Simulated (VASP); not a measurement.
Here is the system:

```
AlN
1.0
    3.13485     0.00000     0.00000
   -1.56742     2.71486     0.00000
    0.00000     0.00000     5.02699
Al N
2 2
Direct
  0.66667   0.33333   0.49929
  0.33333   0.66667   0.99929
  0.66667   0.33333   0.88071
  0.33333   0.66667   0.38071
```

The numbers are results of PBE GGA, VASP's PBE PAW potentials (set 64) (plane waves; VASP 6.6.1), not measurements. Run with 400 eV cut-off, 12×12×7 Γ-centred mesh, Gaussian smearing of 0.010 eV, potentials Al N.

Q: Give the energies of bands 3 to 11 at the high-symmetry points, in eV from the valence-band maximum.

A: 
| band | Γ | M | K | A | L | H |
|---|---|---|---|---|---|---|
| 3 | -5.89 | -5.36 | -4.71 | -3.30 | -5.51 | -4.77 |
| 4 | -0.84 | -4.12 | -3.75 | -3.30 | -5.51 | -4.77 |
| 5 | -0.84 | -3.29 | -3.75 | -0.53 | -1.44 | -3.77 |
| 6 | -0.20 | -2.05 | -2.40 | -0.53 | -1.44 | -3.77 |
| 7 | -0.20 | -1.74 | -2.34 | -0.53 | -1.34 | -0.79 |
| 8 | 0.00 | -0.68 | -2.34 | -0.53 | -1.34 | -0.79 |
| 9 | 4.00 | 5.75 | 5.04 | 6.27 | 5.23 | 7.35 |
| 10 | 6.47 | 5.75 | 8.27 | 6.27 | 5.23 | 7.35 |
| 11 | 10.44 | 7.98 | 9.53 | 10.13 | 9.12 | 7.68 |

The gap is direct, 4.00 eV, from the valence maximum at Γ to the conduction minimum at Γ.

The structure comes from a computed database's AlN entry; how it stands against other phases isn't given here. The cell was not relaxed at this level.
